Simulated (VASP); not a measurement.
# Sr2MgAl3: Si into a neighbouring Sr vacancy, part 5 of 5

How hard is this move in Sr2MgAl3: Si into a neighbouring Sr vacancy? Both ends are relaxed first, then a band of images between them. The start is a cell from a database of measured crystal structures.

VASP 6.6.1, plane waves and PAW; the level of theory is named at each step.

So far. Step 5 (Relax the end): The run ended after 16 ionic steps, 0.544 eV below its first step, once the forces on the free atoms met EDIFFG = -0.05. Step 5 (Relax the end): Si moved by 0.89 Å, so this state is no longer the site that was set up, and the path will join the minima actually found.

## 6. Nudged elastic band

Level of this step: PBE; plane waves and PAW (Sr_sv, Si, Al, Mg) (VASP).

Images on a straight line between the ends relax across the path, while springs keep them spaced along it.

INCAR reads:

```
SYSTEM = Sr6Mg4Al12Si
PREC = Normal
ENCUT = 280
EDIFF = 1E-05
NELM = 120
ISMEAR = 1
SIGMA = 0.15
LREAL = Auto
ALGO = Fast
GGA = PE
NBANDS = 77
LWAVE = .FALSE.
LCHARG = .FALSE.
LASPH = .TRUE.
IMAGES = 5
SPRING = -5
IBRION = 3
POTIM = 0.15
NSW = 60
EDIFFG = -0.05
ISYM = 0
ISIF = 0
SMASS = 1
```

POSCAR reads:

```
Sr6Mg4Al12Si
1.0
    6.0290813999      0.0000000000      0.0000000000
   -3.0145406999      5.2213376538      0.0000000000
    0.0000000000      0.0000000000     19.0982067886
Sr Si Al Mg
6 1 12 4
Direct
    0.6639366626      0.3315147888      0.9678483642
    0.3293745124      0.6648376017      0.2260052630
    0.3333175888      0.6665759741      0.7141207162
    0.6660245687      0.3326067894      0.7843788674
    0.3287278307      0.6644596905      0.0373292801
    0.3350569934      0.6674419049      0.5290147265
    0.6565100847      0.3283861643      0.2377283089
    0.6677763096      0.8441362088      0.3779377930
    0.6503990598      0.8253860511      0.8766279313
    0.8229124678      0.1667943768      0.1290977805
    0.8279894582      0.1736195009      0.6252691131
    0.1927575049      0.3376753718      0.3778500322
    0.1729376280      0.3473875460      0.8768047768
    0.3344677467      0.1669572305      0.1290852482
    0.3457796487      0.1728143025      0.6254572265
    0.1750319950      0.8377522041      0.3779865436
    0.1725993651      0.8248628106      0.8767517863
    0.8233879694      0.6559019603      0.1291252284
    0.8282610658      0.6539762994      0.6249602374
    0.9992101761      0.9989354702      0.2549128632
    0.9991813009      0.9990514167      0.7521959154
    0.9959503100      0.9973136355      0.9997117489
    0.0012306705      0.0000787711      0.5022451551
```

KPOINTS reads:

```
Automatic mesh
0
Gamma
4 4 1
0 0 0
```

00/POSCAR reads:

```
Sr6Mg4Al12Si
1.0
    6.0290813999      0.0000000000      0.0000000000
   -3.0145406999      5.2213376538      0.0000000000
    0.0000000000      0.0000000000     19.0982067886
Sr Si Al Mg
6 1 12 4
Direct
    0.6639366626      0.3315147888      0.9678483642
    0.3293745124      0.6648376017      0.2260052630
    0.3333175888      0.6665759741      0.7141207162
    0.6660245687      0.3326067894      0.7843788674
    0.3287278307      0.6644596905      0.0373292801
    0.3350569934      0.6674419049      0.5290147265
    0.6565100847      0.3283861643      0.2377283089
    0.6677763096      0.8441362088      0.3779377930
    0.6503990598      0.8253860511      0.8766279313
    0.8229124678      0.1667943768      0.1290977805
    0.8279894582      0.1736195009      0.6252691131
    0.1927575049      0.3376753718      0.3778500322
    0.1729376280      0.3473875460      0.8768047768
    0.3344677467      0.1669572305      0.1290852482
    0.3457796487      0.1728143025      0.6254572265
    0.1750319950      0.8377522041      0.3779865436
    0.1725993651      0.8248628106      0.8767517863
    0.8233879694      0.6559019603      0.1291252284
    0.8282610658      0.6539762994      0.6249602374
    0.9992101761      0.9989354702      0.2549128632
    0.9991813009      0.9990514167      0.7521959154
    0.9959503100      0.9973136355      0.9997117489
    0.0012306705      0.0000787711      0.5022451551
```

01/POSCAR reads:

```
Sr6Mg4Al12Si
1.0
    6.0290813999      0.0000000000      0.0000000000
   -3.0145406999      5.2213376538      0.0000000000
    0.0000000000      0.0000000000     19.0982067886
Sr Si Al Mg
6 1 12 4
Direct
    0.6645760439      0.3319544067      0.9673933051
    0.3300619434      0.6649571328      0.2248584864
    0.3336241936      0.6668058245      0.7139096430
    0.6663351231      0.3328279488      0.7839758492
    0.3295239570      0.6647426252      0.0369106308
    0.3349855062      0.6674056663      0.5280696381
    0.6584367383      0.3295307103      0.2836067365
    0.6671266020      0.8418489964      0.3767833503
    0.6507692602      0.8255454107      0.8761084932
    0.8236770397      0.1677237615      0.1281364377
    0.8285523371      0.1732094411      0.6245661539
    0.1882757864      0.3372878227      0.3766795996
    0.1731949938      0.3476228987      0.8762383394
    0.3364265643      0.1678290564      0.1281376061
    0.3449388646      0.1724979148      0.6247643019
    0.1738610732      0.8366198458      0.3768128987
    0.1730496489      0.8252093473      0.8761692452
    0.8241111989      0.6556584677      0.1282058994
    0.8287110335      0.6551381504      0.6243424032
    0.9993795807      0.9989067558      0.2534778093
    0.9994910122      0.9993963455      0.7519235464
    0.9967910628      0.9977495420      0.9991891777
    0.0011757442      0.0000459534      0.5010034876
```

02/POSCAR reads:

```
Sr6Mg4Al12Si
1.0
    6.0290813999      0.0000000000      0.0000000000
   -3.0145406999      5.2213376538      0.0000000000
    0.0000000000      0.0000000000     19.0982067886
Sr Si Al Mg
6 1 12 4
Direct
    0.6652154253      0.3323940246      0.9669382459
    0.3307493745      0.6650766638      0.2237117099
    0.3339307985      0.6670356750      0.7136985698
    0.6666456775      0.3330491083      0.7835728310
    0.3303200834      0.6650255600      0.0364919816
    0.3349140190      0.6673694277      0.5271245497
    0.6603633920      0.3306752563      0.3294851641
    0.6664768944      0.8395617840      0.3756289075
    0.6511394607      0.8257047703      0.8755890552
    0.8244416115      0.1686531462      0.1271750948
    0.8291152159      0.1727993812      0.6238631947
    0.1837940679      0.3369002735      0.3755091669
    0.1734523597      0.3478582514      0.8756719021
    0.3383853818      0.1687008823      0.1271899639
    0.3440980805      0.1721815270      0.6240713772
    0.1726901513      0.8354874875      0.3756392539
    0.1734999327      0.8255558840      0.8755867042
    0.8248344285      0.6554149751      0.1272865705
    0.8291610013      0.6563000014      0.6237245689
    0.9995489853      0.9988780415      0.2520427555
    0.9998007235      0.9997412743      0.7516511774
    0.9976318155      0.9981854486      0.9986666066
    0.0011208179      0.0000131358      0.4997618202
```

03/POSCAR reads:

```
Sr6Mg4Al12Si
1.0
    6.0290813999      0.0000000000      0.0000000000
   -3.0145406999      5.2213376538      0.0000000000
    0.0000000000      0.0000000000     19.0982067886
Sr Si Al Mg
6 1 12 4
Direct
    0.6658548066      0.3328336426      0.9664831868
    0.3314368056      0.6651961949      0.2225649334
    0.3342374034      0.6672655254      0.7134874966
    0.6669562320      0.3332702677      0.7831698128
    0.3311162098      0.6653084948      0.0360733324
    0.3348425318      0.6673331891      0.5261794613
    0.6622900456      0.3318198022      0.3753635917
    0.6658271868      0.8372745716      0.3744744648
    0.6515096612      0.8258641298      0.8750696172
    0.8252061834      0.1695825309      0.1262137520
    0.8296780948      0.1723893214      0.6231602354
    0.1793123494      0.3365127244      0.3743387343
    0.1737097255      0.3480936040      0.8751054647
    0.3403441994      0.1695727082      0.1262423218
    0.3432572964      0.1718651393      0.6233784526
    0.1715192294      0.8343551292      0.3744656090
    0.1739502165      0.8259024208      0.8750041631
    0.8255576580      0.6551714826      0.1263672416
    0.8296109690      0.6574618524      0.6231067347
    0.9997183898      0.9988493271      0.2506077016
    1.0001104348      1.0000862032      0.7513788084
    0.9984725683      0.9986213552      0.9981440354
    0.0010658916     -0.0000196819      0.4985201527
```

04/POSCAR reads:

```
Sr6Mg4Al12Si
1.0
    6.0290813999      0.0000000000      0.0000000000
   -3.0145406999      5.2213376538      0.0000000000
    0.0000000000      0.0000000000     19.0982067886
Sr Si Al Mg
6 1 12 4
Direct
    0.6664941879      0.3332732605      0.9660281277
    0.3321242366      0.6653157260      0.2214181568
    0.3345440082      0.6674953758      0.7132764234
    0.6672667864      0.3334914271      0.7827667947
    0.3319123361      0.6655914295      0.0356546831
    0.3347710447      0.6672969505      0.5252343730
    0.6642166992      0.3329643482      0.4212420193
    0.6651774792      0.8349873593      0.3733200220
    0.6518798616      0.8260234894      0.8745501791
    0.8259707552      0.1705119156      0.1252524092
    0.8302409737      0.1719792616      0.6224572762
    0.1748306309      0.3361251753      0.3731683017
    0.1739670913      0.3483289567      0.8745390273
    0.3423030170      0.1704445341      0.1252946797
    0.3424165123      0.1715487516      0.6226855280
    0.1703483076      0.8332227710      0.3732919641
    0.1744005003      0.8262489575      0.8744216220
    0.8262808875      0.6549279900      0.1254479126
    0.8300609367      0.6586237035      0.6224889005
    0.9998877944      0.9988206127      0.2491726477
    1.0004201461      1.0004311320      0.7511064394
    0.9993133211      0.9990572617      0.9976214642
    0.0010109652     -0.0000524996      0.4972784852
```

05/POSCAR reads:

```
Sr6Mg4Al12Si
1.0
    6.0290813999      0.0000000000      0.0000000000
   -3.0145406999      5.2213376538      0.0000000000
    0.0000000000      0.0000000000     19.0982067886
Sr Si Al Mg
6 1 12 4
Direct
    0.6671335693      0.3337128784      0.9655730685
    0.3328116676      0.6654352570      0.2202713802
    0.3348506130      0.6677252263      0.7130653502
    0.6675773408      0.3337125866      0.7823637765
    0.3327084624      0.6658743642      0.0352360338
    0.3346995575      0.6672607119      0.5242892846
    0.6661433529      0.3341088942      0.4671204469
    0.6645277716      0.8327001469      0.3721655792
    0.6522500620      0.8261828490      0.8740307410
    0.8267353270      0.1714413003      0.1242910663
    0.8308038525      0.1715692017      0.6217543170
    0.1703489124      0.3357376261      0.3719978690
    0.1742244572      0.3485643094      0.8739725900
    0.3442618345      0.1713163600      0.1243470375
    0.3415757282      0.1712323638      0.6219926033
    0.1691773858      0.8320904127      0.3721183193
    0.1748507841      0.8265954942      0.8738390810
    0.8270041171      0.6546844974      0.1245285836
    0.8305109045      0.6597855545      0.6218710662
    1.0000571990      0.9987918984      0.2477375939
    1.0007298574      1.0007760608      0.7508340704
    1.0001540738      0.9994931682      0.9970988931
    0.0009560389     -0.0000853172      0.4960368178
```

06/POSCAR reads:

```
Sr6Mg4Al12Si
1.0
    6.0290813999      0.0000000000      0.0000000000
   -3.0145406999      5.2213376538      0.0000000000
    0.0000000000      0.0000000000     19.0982067886
Sr Si Al Mg
6 1 12 4
Direct
    0.6677729506      0.3341524963      0.9651180094
    0.3334990987      0.6655547881      0.2191246037
    0.3351572179      0.6679550767      0.7128542770
    0.6678878952      0.3339337460      0.7819607583
    0.3335045888      0.6661572990      0.0348173846
    0.3346280703      0.6672244733      0.5233441962
    0.6680700065      0.3352534402      0.5129988745
    0.6638780640      0.8304129345      0.3710111365
    0.6526202625      0.8263422086      0.8735113030
    0.8274998989      0.1723706850      0.1233297235
    0.8313667314      0.1711591419      0.6210513578
    0.1658671939      0.3353500770      0.3708274364
    0.1744818230      0.3487996621      0.8734061526
    0.3462206521      0.1721881859      0.1233993954
    0.3407349441      0.1709159761      0.6212996787
    0.1680064639      0.8309580544      0.3709446744
    0.1753010679      0.8269420309      0.8732565399
    0.8277273466      0.6544410048      0.1236092547
    0.8309608722      0.6609474055      0.6212532320
    1.0002266036      0.9987631840      0.2463025400
    1.0010395687      1.0011209896      0.7505617014
    1.0009948266      0.9999290748      0.9965763219
    0.0009011126     -0.0001181349      0.4947951503
```

PAW data sets: Sr_sv, Si, Al and Mg (PBE family, release 64).

Launch:

```sh
$ mpirun -np 5 vasp_std
```

What it wrote:

```text
[banner, memory and clock lines left out]
running    5 mpi-ranks, on    1 nodes
 each image running on    1 cores
[...]
01/POSCAR found :  4 types and      23 ions
 LDA part: xc-table for (Slater+PW92), standard interpolation
[...]
00/POSCAR found :  4 types and      23 ions
[...]
06/POSCAR found :  4 types and      23 ions
 POSCAR, INCAR and KPOINTS ok, starting setup
[...]
entering main loop
       N       E                     dE             d eps       ncg     rms          rms(c)
DAV:   1     0.391284466422E+03    0.39128E+03   -0.31263E+04  1580   0.720E+02
DAV:   2    -0.269719478859E+02   -0.41826E+03   -0.40256E+03  1798   0.194E+02
DAV:   3    -0.647859053376E+02   -0.37814E+02   -0.37300E+02  2088   0.434E+01
DAV:   4    -0.681041253330E+02   -0.33182E+01   -0.32998E+01  2616   0.118E+01
[...]
RMM:  10    -0.668270912914E+02    0.55321E-01   -0.23565E-01  2154   0.740E-01    0.164E+00
RMM:  11    -0.667801718807E+02    0.46919E-01   -0.66509E-02  2026   0.419E-01    0.101E+00
RMM:  12    -0.667810118743E+02   -0.83999E-03   -0.20700E-02  2203   0.259E-01    0.759E-01
WARNING in EDDRMM: call to ZHEGV failed, returncode =   6  3     43
RMM:  13    -0.667715200907E+02    0.94918E-02   -0.14620E-02  2056   0.206E-01    0.268E-01
RMM:  14    -0.667711824958E+02    0.33759E-03   -0.77863E-03  2218   0.152E-01    0.101E-01
RMM:  15    -0.667714004086E+02   -0.21791E-03   -0.22107E-03  2419   0.929E-02    0.756E-02
RMM:  16    -0.667714994376E+02   -0.99029E-04   -0.95314E-04  2288   0.538E-02    0.270E-02
RMM:  17    -0.667715293871E+02   -0.29950E-04   -0.36040E-04  2190   0.373E-02    0.217E-02
RMM:  18    -0.667715501806E+02   -0.20793E-04   -0.20876E-04  2033   0.267E-02    0.105E-02
RMM:  19    -0.667715599433E+02   -0.97627E-05   -0.10767E-04  1878   0.194E-02    0.444E-03
RMM:  20    -0.667715655344E+02   -0.55911E-05   -0.55034E-05  1509   0.141E-02
   1 F= -.66771566E+02 E0= -.66774474E+02  d E =-.667716E+02
[...]
WARNING in EDDRMM: call to ZHEGV failed, returncode =   6  3     44
[... from here on, the cycles between the ionic steps are left out ...]
   2 F= -.66776598E+02 E0= -.66779471E+02  d E =-.503291E-02
[...]
WARNING in EDDRMM: call to ZHEGV failed, returncode =   8  4     34
   6 F= -.66798233E+02 E0= -.66801087E+02  d E =-.458895E-02
[...]
WARNING in EDDRMM: call to ZHEGV failed, returncode =   6  3     45
[...]
WARNING in EDDRMM: call to ZHEGV failed, returncode =   6  3     46
  11 F= -.66815232E+02 E0= -.66818069E+02  d E =-.285189E-02
  16 F= -.66827757E+02 E0= -.66830529E+02  d E =-.238836E-02
  21 F= -.66840029E+02 E0= -.66842697E+02  d E =-.255293E-02
[...]
WARNING in EDDRMM: call to ZHEGV failed, returncode =   6  3     34
  26 F= -.66854558E+02 E0= -.66857116E+02  d E =-.320699E-02
  31 F= -.66873765E+02 E0= -.66876228E+02  d E =-.431483E-02
  36 F= -.66899553E+02 E0= -.66901986E+02  d E =-.573472E-02
[...]
WARNING in EDDRMM: call to ZHEGV failed, returncode =   6  3     44
  41 F= -.66933161E+02 E0= -.66935652E+02  d E =-.734477E-02
  46 F= -.66973964E+02 E0= -.66976557E+02  d E =-.860961E-02
  51 F= -.67018718E+02 E0= -.67021345E+02  d E =-.908160E-02
[...]
WARNING in EDDRMM: call to ZHEGV failed, returncode =   6  3     46
  56 F= -.67062799E+02 E0= -.67065278E+02  d E =-.846130E-02
  59 F= -.67086487E+02 E0= -.67088773E+02  d E =-.759277E-02
  60 F= -.67093778E+02 E0= -.67095986E+02  d E =-.729160E-02
damped:  g(F)=  0.847E-02 g(S)=  0.000E+00 dE (1.order)=-0.170E-01
```

It took 26 min on 5 MPI ranks of Intel Xeon 6975P-C (Granite Rapids), shared host; peak memory 1.5 GiB.

Parts of OUTCAR (step 6):

```text
  tangential force (eV/A)         0.073966
  left and right image   1.013884  1.001804 A

  tangential force (eV/A)         0.082427
  left and right image   1.019131  1.006322 A

 k-point     1 :       0.0000    0.0000    0.0000
  band No.  band energies     occupation
    ...
     52       2.5538      2.00000
     53       2.5683      2.00000
     54       2.8951      2.00000
     55       3.1513      2.00014
     56       3.4928      1.96778
     57       3.8530     -0.04387
     58       3.9214     -0.01223
     59       4.0843     -0.00007
     60       4.1499     -0.00000
     61       4.1937     -0.00000
    ...

 POSITION                                       TOTAL-FORCE (eV/Angst)
 -----------------------------------------------------------------------------------
      3.00597      1.73322     18.54053        -0.000066     -0.001875      0.020107
     -0.02637      3.46018      4.28446        -0.003560     -0.013092      0.001775
     -0.00559      3.47774     13.61976        -0.006779     -0.003199      0.005771
      3.00388      1.73346     14.98636        -0.009081     -0.004607      0.007636
     -0.01620      3.46928      0.76558        -0.005932     -0.004740      0.008756
      0.01281      3.48842     10.04764         0.009276      0.008758     -0.013248
      2.55004      1.45103      5.34739        -0.328146     -0.236360     -0.036130
      1.52321      4.48548      7.15349         0.058318      0.090755      0.010477
      1.43572      4.30795     16.73668        -0.001361     -0.000916      0.002268
      4.47688      0.86262      2.50308         0.030510     -0.021994     -0.037104
      4.47358      0.91089     11.92496        -0.001445      0.007968      0.002205
      0.34879      1.79278      7.13016         0.159710      0.043053     -0.012142
     -0.00909      1.80246     16.76735        -0.004575     -0.008460      0.018583
      1.60503      0.92313      2.61279         0.024696      0.008425      0.054888
[...]
-----------------------------------------------------------------------------------
    total drift:                                0.000631     -0.001393     -0.000083

  FREE ENERGIE OF THE ION-ELECTRON SYSTEM (eV)
  ---------------------------------------------------
  free  energy   TOTEN  =       -67.0937783539 eV

  energy  without entropy=      -67.1004007883  energy(sigma->0) =      -67.09598583

  tangential force (eV/A)         0.090513
  left and right image   1.024345  1.010817 A

[... 5 parts as in an earlier step ...]

[... 10 further parts left out ...]
[key lines of the parts left out:]
E-fermi :   3.6093
```

The band used up its steps before its forces met the threshold, so no barrier is taken from it.

## 7. Results

```
result : none
```

In words: The session ends without its result: «nudged elastic band» used up its steps.

[Lines on the potential files, build, host, timing and source positions are cut from VASP's logs without a mark.]

[Logs are printed without paths, hosts, clocks, repeated set-up lines and the standing remarks that a program may print on its own settings, such as how far it seeks lower states.]

[Hosts, paths, dates, database ids (printed as entryN), source tags and the programs' standing remarks are cut or masked in the printed files.]

[Runs that stopped without an error message from VASP are left out.]
